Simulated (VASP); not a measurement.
**MnBi2Te4: accuracy against cost in the number of MPI ranks and precision settings**

How sensitive are energy, pressure and forces of MnBi2Te4 to the number of MPI ranks and precision settings? The series runs use PBE. The number of MPI ranks tried: 1 ranks; 2 ranks; 4 ranks; 8 ranks. The precision settings tried: PREC = Low; PREC = Medium; PREC = Normal; PREC = Single; PREC = Accurate; LREAL = Auto; ADDGRID = .TRUE.; LASPH = .FALSE.. The start is a cell from a database of measured crystal structures.

Program: VASP 6.6.1. Level of theory: PBE, spin-polarised from a ferromagnetic start (one magnetic atom a cell); plane waves and PAW (Mn_pv, Bi_d, Te). Results are calculated unless marked as measured.

### 1. The starting structure

Symmetry: R-3m, No. 166, trigonal system. The conventional cell has a = 4.334 Å, b = 4.334 Å, c = 40.910 Å, α = 90.00°, β = 90.00°, γ = 120.00°. Mn has 6 Te at 2.97 Å nearest. Nearest to Bi lie 6 Te at 3.03 to 3.30 Å. Nearest to Te lie 3 Bi at 3.03 Å. Te has 3 Mn at 2.97 Å and 3 Bi at 3.30 Å nearest. Farther neighbours and most contacts between anions are not listed.

Coordinates:

```xyz
7
Lattice="-4.3337 0.0000 0.0000 2.1669 -3.7531 0.0000 2.1669 1.2510 13.6368" Properties=species:S:1:pos:R:3 pbc="T T T"
Mn    0.0000    0.0000    0.0000
Bi   -2.1668   -1.2510    3.7460
Bi    2.1669   -1.2510    9.8907
Te    0.0000    0.0000    5.4533
Te    0.0000   -2.5021    8.1834
Te    0.0000    0.0000   12.0440
Te    0.0000   -2.5021    1.5928
```

### 2. Number of MPI ranks: 1 ranks

The same run on more MPI ranks shows how well it scales. PBE, the usual starting point, adds the gradient of the density.

The input, INCAR:

```
SYSTEM = MnBi2Te4
PREC = Accurate
ENCUT = 400
EDIFF = 1E-06
NELM = 100
ISMEAR = -1
SIGMA = 0.05
LREAL = .FALSE.
ALGO = Normal
GGA = PE
NBANDS = 48
ISPIN = 2
MAGMOM = 4 0 0 0 0 0 0
LASPH = .TRUE.
LMAXMIX = 4
LORBIT = 11
LWAVE = .FALSE.
LCHARG = .FALSE.
ISIF = 2
```

The input, POSCAR:

```
MnBi2Te4
1.0
   -4.3337000000      0.0000000000      0.0000000000
    2.1668500000     -3.7530942924      0.0000000000
    2.1668500000      1.2510314308     13.6367666667
Mn Bi Te
1 2 4
Direct
    0.0000000000      0.0000000000      0.0000000000
    0.8498000000      0.4249000000      0.2747000000
    0.1502000000      0.5751000000      0.7253000000
    0.2666000000      0.1333000000      0.3999000000
    0.7334000000      0.8667000000      0.6001000000
    0.5888000000      0.2944000000      0.8832000000
    0.4112000000      0.7056000000      0.1168000000
```

The input, KPOINTS:

```
Automatic mesh
0
Gamma
6 6 6
0 0 0
```

PAW data sets: Mn_pv, Bi_d and Te (PBE family, release 64).

The run is started by

```
> mpirun -np 1 vasp_std
```

What it wrote:

```text
[banner, memory and clock lines left out]
running    1 mpi-ranks, on    1 nodes
 distrk:  each k-point on    1 cores,    1 groups
 distr:  one band on    1 cores,    1 groups

 POSCAR found type information on POSCAR MnBiTe
 POSCAR found :  3 types and       7 ions
 LDA part: xc-table for (Slater+PW92), standard interpolation
 POSCAR, INCAR and KPOINTS ok, starting setup
 FFT: planning ... GRIDC
 FFT: planning ... GRID_SOFT
 FFT: planning ... GRID
 WAVECAR not read
 entering main loop
       N       E                     dE             d eps       ncg     rms          rms(c)
DAV:   1     0.578975543117E+03    0.57898E+03   -0.26988E+04  6848   0.112E+03
DAV:   2     0.302776048812E+02   -0.54870E+03   -0.52540E+03  6376   0.329E+02
DAV:   3    -0.289523445522E+02   -0.59230E+02   -0.57270E+02  7608   0.124E+02
DAV:   4    -0.315609131686E+02   -0.26086E+01   -0.25959E+01  7136   0.277E+01
DAV:   5    -0.316754555610E+02   -0.11454E+00   -0.11453E+00  8640   0.575E+00    0.123E+01
DAV:   6    -0.314274069633E+02    0.24805E+00   -0.11777E+01  6720   0.212E+01    0.183E+01
DAV:   7    -0.305734324005E+02    0.85397E+00   -0.59615E+00  7120   0.185E+01    0.727E+00
DAV:   8    -0.306044577513E+02   -0.31025E-01   -0.53561E-01  6944   0.357E+00    0.375E+00
DAV:   9    -0.305510824602E+02    0.53375E-01   -0.22910E-01  7104   0.402E+00    0.127E+00
DAV:  10    -0.305758058056E+02   -0.24723E-01   -0.87523E-02  7192   0.125E+00    0.949E-01
DAV:  11    -0.305750633828E+02    0.74242E-03   -0.12679E-02  6944   0.832E-01    0.502E-01
DAV:  12    -0.305757535357E+02   -0.69015E-03   -0.45366E-03  7240   0.419E-01    0.204E-01
DAV:  13    -0.305766173212E+02   -0.86379E-03   -0.15615E-03  7560   0.177E-01    0.903E-02
DAV:  14    -0.305770313000E+02   -0.41398E-03   -0.27039E-04  6992   0.710E-02    0.546E-02
DAV:  15    -0.305771538333E+02   -0.12253E-03   -0.52029E-05  7256   0.350E-02    0.396E-02
DAV:  16    -0.305771900832E+02   -0.36250E-04   -0.16702E-05  6664   0.236E-02    0.223E-02
DAV:  17    -0.305772049303E+02   -0.14847E-04   -0.18751E-05  6872   0.216E-02    0.808E-03
DAV:  18    -0.305772060598E+02   -0.11295E-05   -0.29503E-06  6152   0.762E-03    0.708E-03
DAV:  19    -0.305772061639E+02   -0.10417E-06   -0.13804E-07  4072   0.228E-03
   1 F= -.30577206E+02 E0= -.30577147E+02  d E =-.117880E-03  mag=     5.0004
```

The job ended after 4.7 min (1 MPI rank of Intel Xeon 6975P-C (Granite Rapids), shared host; peak memory 0.5 GiB).

The logs omit lines about the potential files and the build; timing stands in the text.

From OUTCAR (step 2):

```text
ion  position               nearest neighbor table
   1  0.000  0.000  0.000-   6 2.97   7 2.97   7 2.97   6 2.97   6 2.97   7 2.97
   2  0.850  0.425  0.275-   4 3.03   4 3.03   4 3.03   7 3.30   7 3.30   7 3.30
   3  0.150  0.575  0.725-   5 3.03   5 3.03   5 3.03   6 3.30   6 3.30   6 3.30
   4  0.267  0.133  0.400-   2 3.03   2 3.03   2 3.03
   5  0.733  0.867  0.600-   3 3.03   3 3.03   3 3.03
   6  0.589  0.294  0.883-   1 2.97   1 2.97   1 2.97   3 3.30   3 3.30   3 3.30
   7  0.411  0.706  0.117-   1 2.97   1 2.97   1 2.97   2 3.30   2 3.30   2 3.30

  LATTYP: Found a trigonal (rhomboedric) cell.
 ALAT       =    13.8644049164
 COS(alpha) =     0.9511476764

 Subroutine GETGRP returns: Found 12 space group operations
 (whereof 12 operations were pure point group operations)

The static configuration has the point symmetry D_3d.

 Found     32 irreducible k-points:

   k-points           NKPTS =     32   k-points in BZ     NKDIM =     32   number of bands    NBANDS=     48

   dimension x,y,z NGX =    28 NGY =   28 NGZ =   90
   dimension x,y,z NGXF=    56 NGYF=   56 NGZF=  180

   ENCUT  =  400.0 eV  29.40 Ry    5.42 a.u.   7.07  7.07 22.61*2*pi/ulx,y,z

   NELECT =      67.0000    total number of electrons

 k-points in reciprocal lattice and weights: Automatic mesh
   0.00000000  0.00000000  0.00000000       0.005
   0.16666667  0.00000000  0.00000000       0.028
   0.33333333  0.00000000  0.00000000       0.028
   0.50000000  0.00000000  0.00000000       0.014
   0.00000000  0.16666667  0.00000000       0.028
   0.16666667  0.16666667 -0.00000000       0.056
   0.33333333  0.16666667  0.00000000       0.056
   0.00000000  0.33333333  0.00000000       0.028
   0.16666667  0.33333333  0.00000000       0.056
[...]
0.16666667  0.16666667  0.33333333       0.028
   0.00000000  0.00000000  0.50000000       0.005

 average (electrostatic) potential at core
       1 -68.8831       2-105.3042       3-105.3042       4 -88.3626       5 -88.3626
       6 -87.9587       7 -87.9587

 E-fermi :   6.4307

 spin component 1
 k-point     1 :       0.0000    0.0000    0.0000
  band No.  band energies     occupation
    ...
     32       5.3985      1.00000
     33       5.3985      1.00000
     34       5.8617      0.99999
     35       5.8617      0.99999
     36       6.1601      0.99556
     37       6.6714      0.00806
     38       7.5072      0.00000
     39       7.5072      0.00000
     40       7.5149      0.00000
     41       7.6332      0.00000
    ...

 k-point     2 :       0.1667    0.0000    0.0000
  band No.  band energies     occupation
    ...
     32       5.1879      1.00000
     33       5.2083      1.00000
     34       5.3955      1.00000
     35       5.8600      0.99999
     36       5.8886      0.99998
     37       6.9480      0.00003
     38       7.7002      0.00000
     39       7.7928      0.00000
     40       8.1021      0.00000
     41       8.1803      0.00000
    ...

 k-point     3 :       0.3333    0.0000    0.0000
  band No.  band energies     occupation
    ...
     32       3.8755      1.00000
     33       4.6389      1.00000
     34       5.1053      1.00000
     35       5.6370      1.00000
     36       5.8261      0.99999
     37       7.1998      0.00000
     38       7.6021      0.00000
     39       7.9208      0.00000
     40       8.1428      0.00000
     41       8.7256      0.00000
    ...

 k-point     4 :       0.5000    0.0000    0.0000
  band No.  band energies     occupation
    ...
     32       4.1638      1.00000
     33       4.2194      1.00000
     34       4.3098      1.00000
     35       5.3504      1.00000
     36       5.9051      0.99997
     37       7.1075      0.00000
     38       7.3169      0.00000
     39       7.6744      0.00000
     40       8.3722      0.00000
     41       9.0250      0.00000
    ...

 k-point     5 :       0.0000    0.1667    0.0000
  band No.  band energies     occupation
    ...
     32       5.0915      1.00000
     33       5.1311      1.00000
     34       5.1338      1.00000
     35       5.9431      0.99994
     36       6.0067      0.99979
     37       7.2215      0.00000
     38       7.5941      0.00000
     39       7.6810      0.00000
     40       7.9141      0.00000
     41       8.2623      0.00000
    ...

 k-point     6 :       0.1667    0.1667   -0.0000
  band No.  band energies     occupation
    ...
     32       4.3594      1.00000
     33       4.4564      1.00000
     34       5.3047      1.00000
     35       5.7544      1.00000
     36       5.9048      0.99997
     37       7.3186      0.00000
     38       7.7685      0.00000
     39       8.0338      0.00000
     40       8.2705      0.00000
     41       8.6703      0.00000
    ...

  Total        1.2222738      1.2222738      1.1246338      0.0000000      0.0000000      0.0000000
  in kB        8.8291593      8.8291593      8.1238516      0.0000000      0.0000000      0.0000000
  external PRESSURE =       8.5940567 kB  Pullay stress =       0.0000000 kB

  energy-cutoff  :      400.00
  volume of cell :      221.80
      direct lattice vectors                 reciprocal lattice vectors
    -4.333700000  0.000000000  0.000000000    -0.230749706 -0.133223405  0.048887444
     2.166850000 -3.753094292  0.000000000     0.000000000 -0.266446810  0.024443722
     2.166850000  1.251031431 13.636766667     0.000000000  0.000000000  0.073331166

 POSITION                                       TOTAL-FORCE (eV/Angst)
 -----------------------------------------------------------------------------------
      0.00000      0.00000      0.00000         0.000000      0.000000      0.000000
     -2.16685     -1.25103      3.74602        -0.000000      0.000000     -0.366349
      2.16685     -1.25103      9.89075         0.000000     -0.000000      0.366349
      0.00000      0.00000      5.45334         0.000000     -0.000000      0.233995
     -0.00000     -2.50206      8.18342        -0.000000      0.000000     -0.233995
      0.00000     -0.00000     12.04399        -0.000000     -0.000000      0.285350
     -0.00000     -2.50206      1.59277         0.000000      0.000000     -0.285350
 -----------------------------------------------------------------------------------
    total drift:                               -0.000000     -0.000000     -0.000000

  FREE ENERGIE OF THE ION-ELECTRON SYSTEM (eV)
  ---------------------------------------------------
  free  energy   TOTEN  =       -30.5772061639 eV

  energy  without entropy=      -30.5770882836  energy(sigma->0) =      -30.57714722

 total charge
# of ion       s       p       d       tot
------------------------------------------
    1        0.227   6.137   4.911  11.274
    2        1.600   1.138   9.947  12.685
    3        1.600   1.138   9.947  12.685
    4        1.404   1.930   0.026   3.361
    5        1.404   1.930   0.026   3.361
    6        1.371   1.994   0.023   3.389
    7        1.371   1.994   0.023   3.389
--------------------------------------------------
tot          8.978  16.263  24.903  50.144

 magnetization (x)
# of ion       s       p       d       tot
------------------------------------------
    1        0.046   0.029   4.168   4.243
    2        0.005   0.032   0.003   0.040
    3        0.005   0.032   0.003   0.040
    4        0.003   0.038   0.001   0.042
    5        0.003   0.038   0.001   0.042
    6        0.012   0.009   0.006   0.027
    7        0.012   0.009   0.006   0.027
--------------------------------------------------
tot          0.084   0.190   4.187   4.461

[... 6 further parts left out ...]
```

The cell holds one magnetic atom, so no antiferromagnetic order fits into it. Experiment finds antiferromagnetic order in this phase (below 24.5 K, arxiv:2002.07390), so this ferromagnetic run describes another state. The gap is read on the k-mesh alone, so it is an upper bound where the band edges lie off the mesh. Spin-orbit coupling is off here; with elements this heavy it splits and shifts levels by tenths of an eV or more. Direct gaps are counted within one spin. The valence top and the conduction bottom belong to opposite spins.

This step gave:

* SCF cycles: 19
* electrons: 67
* bands: 48
* irreducible k-points: 32
* symmetry operations: 12
* free energy (TOTEN): -30.58 eV
* energy at zero smearing: -30.58 eV
* Fermi energy: 6.431 eV
* pressure: 0.8594 GPa
* moment of the cell, from the last line of the log: 5.000 μB
* metallic: no
* valence top at k: 0, 0, 0
* conduction bottom at k: 0, 0, 0
* least direct gap on the k-mesh, within one spin: 0.5113 eV
* gap on the k-mesh: 0.4656 eV

Spin moment in the PAW sphere by atom:

```csv
atom,spin moment in the PAW sphere (μB)
Mn1,4.24
Bi2,0.04
Bi3,0.04
Te4,0.04
Te5,0.04
Te6,0.03
Te7,0.03
```

The series starts at -4.3682 eV an atom and 0.86 GPa, after 19 cycles in 4.7 min.

### 3. Number of MPI ranks: 2 ranks

INCAR: that of step 2 with these lines changed.

```diff
@@ -18,2 +18,3 @@
 LCHARG = .FALSE.
+KPAR = 2
 ISIF = 2
```

POSCAR is that of step 2.

KPOINTS is that of step 2.

The run is started by

```
> mpirun -np 2 vasp_std
```

What it wrote:

```text
[banner, memory and clock lines left out]
running    2 mpi-ranks, on    1 nodes
[...]
LDA part: xc-table for (Slater+PW92), standard interpolation
 POSCAR, INCAR and KPOINTS ok, starting setup
[...]
entering main loop
       N       E                     dE             d eps       ncg     rms          rms(c)
[... 5 cycles as in an earlier step ...]
DAV:   6    -0.314274069623E+02    0.24805E+00   -0.11777E+01  6720   0.212E+01    0.183E+01
DAV:   7    -0.305734324006E+02    0.85397E+00   -0.59615E+00  7120   0.185E+01    0.727E+00
DAV:   8    -0.306044577514E+02   -0.31025E-01   -0.53561E-01  6944   0.357E+00    0.375E+00
DAV:   9    -0.305510824603E+02    0.53375E-01   -0.22910E-01  7104   0.402E+00    0.127E+00
DAV:  10    -0.305758058054E+02   -0.24723E-01   -0.87523E-02  7192   0.125E+00    0.949E-01
[... 2 cycles as in an earlier step ...]
DAV:  13    -0.305766173211E+02   -0.86379E-03   -0.15615E-03  7560   0.177E-01    0.903E-02
DAV:  14    -0.305770312999E+02   -0.41398E-03   -0.27039E-04  6992   0.710E-02    0.546E-02
[... 3 cycles as in an earlier step ...]
DAV:  18    -0.305772060597E+02   -0.11294E-05   -0.29503E-06  6152   0.762E-03    0.708E-03
DAV:  19    -0.305772061638E+02   -0.10413E-06   -0.13805E-07  4072   0.228E-03
   1 F= -.30577206E+02 E0= -.30577147E+02  d E =-.117880E-03  mag=     5.0004
```

Run time: 2.4 min. Hardware: 2 MPI ranks; peak memory 1 GiB.

OUTCAR, selected parts (step 3):

```text
  Total        1.2222738      1.2222738      1.1246338      0.0000000      0.0000000      0.0000000
  in kB        8.8291593      8.8291593      8.1238517      0.0000000      0.0000000      0.0000000
  external PRESSURE =       8.5940567 kB  Pullay stress =       0.0000000 kB

 POSITION                                       TOTAL-FORCE (eV/Angst)
 -----------------------------------------------------------------------------------
      0.00000      0.00000      0.00000        -0.000000      0.000000     -0.000000
     -2.16685     -1.25103      3.74602        -0.000000      0.000000     -0.366349
      2.16685     -1.25103      9.89075        -0.000000     -0.000000      0.366349
      0.00000      0.00000      5.45334        -0.000000     -0.000000      0.233995
     -0.00000     -2.50206      8.18342         0.000000      0.000000     -0.233995
      0.00000     -0.00000     12.04399        -0.000000     -0.000000      0.285350
     -0.00000     -2.50206      1.59277        -0.000000      0.000000     -0.285350
 -----------------------------------------------------------------------------------
    total drift:                               -0.000000     -0.000000     -0.000000

  FREE ENERGIE OF THE ION-ELECTRON SYSTEM (eV)
  ---------------------------------------------------
  free  energy   TOTEN  =       -30.5772061638 eV

  energy  without entropy=      -30.5770882835  energy(sigma->0) =      -30.57714722

[... 3 parts as in an earlier step ...]

[... 1 further part left out ...]
[key lines of the parts left out:]
E-fermi :   6.4307
```

Against the first of the series the energy stays within 0.01 meV an atom and the pressure within 0.01 GPa, after 19 cycles in 2.4 min.

### 4. Number of MPI ranks: 4 ranks

INCAR: that of step 3 with these lines changed.

```diff
@@ -18,3 +18,3 @@
 LCHARG = .FALSE.
-KPAR = 2
+KPAR = 4
 ISIF = 2
```

POSCAR is that of step 3.

KPOINTS is that of step 3.

The run is started by

```
> mpirun -np 4 vasp_std
```

What it wrote:

```text
[banner, memory and clock lines left out]
running    4 mpi-ranks, on    1 nodes
[...]
LDA part: xc-table for (Slater+PW92), standard interpolation
 POSCAR, INCAR and KPOINTS ok, starting setup
[...]
entering main loop
       N       E                     dE             d eps       ncg     rms          rms(c)
[... 5 cycles as in an earlier step ...]
DAV:   6    -0.314274069628E+02    0.24805E+00   -0.11777E+01  6720   0.212E+01    0.183E+01
[... 3 cycles as in an earlier step ...]
DAV:  10    -0.305758058055E+02   -0.24723E-01   -0.87523E-02  7192   0.125E+00    0.949E-01
[... 1 cycle as in an earlier step ...]
DAV:  12    -0.305757535358E+02   -0.69015E-03   -0.45366E-03  7240   0.419E-01    0.204E-01
[... 6 cycles as in an earlier step ...]
DAV:  19    -0.305772061638E+02   -0.10412E-06   -0.13805E-07  4072   0.228E-03
   1 F= -.30577206E+02 E0= -.30577147E+02  d E =-.117880E-03  mag=     5.0004
```

It took 78 s on 4 MPI ranks; peak memory 2.1 GiB.

OUTCAR, selected parts (step 4):

```text
  Total        1.2222738      1.2222738      1.1246338      0.0000000     -0.0000000      0.0000000
  in kB        8.8291593      8.8291593      8.1238518      0.0000000     -0.0000000      0.0000000
  external PRESSURE =       8.5940568 kB  Pullay stress =       0.0000000 kB

 POSITION                                       TOTAL-FORCE (eV/Angst)
 -----------------------------------------------------------------------------------
      0.00000      0.00000      0.00000         0.000000     -0.000000      0.000000
     -2.16685     -1.25103      3.74602         0.000000      0.000000     -0.366349
      2.16685     -1.25103      9.89075        -0.000000     -0.000000      0.366349
      0.00000      0.00000      5.45334        -0.000000     -0.000000      0.233995
     -0.00000     -2.50206      8.18342        -0.000000      0.000000     -0.233995
      0.00000     -0.00000     12.04399         0.000000     -0.000000      0.285350
     -0.00000     -2.50206      1.59277        -0.000000      0.000000     -0.285350
 -----------------------------------------------------------------------------------
    total drift:                               -0.000000     -0.000000     -0.000000

[... 5 parts as in an earlier step ...]

[... 1 further part left out ...]
[key lines of the parts left out:]
E-fermi :   6.4307
```

Against the first of the series the energy stays within 0.01 meV an atom and the pressure within 0.01 GPa, after 19 cycles in 78 s.

(Continued in part 2 of 3.)

[Lines on the potential files, build, host, timing and source positions are cut from VASP's logs without a mark.]

[Logs are printed without paths, hosts, clocks, repeated set-up lines and the standing remarks that a program may print on its own settings, such as how far it seeks lower states.]

[Hosts, paths, dates, database ids (printed as entryN), source tags and the programs' standing remarks are cut or masked in the printed files.]

[A measured line is paired with the nearest computed mode of its activity, which favours agreement.]
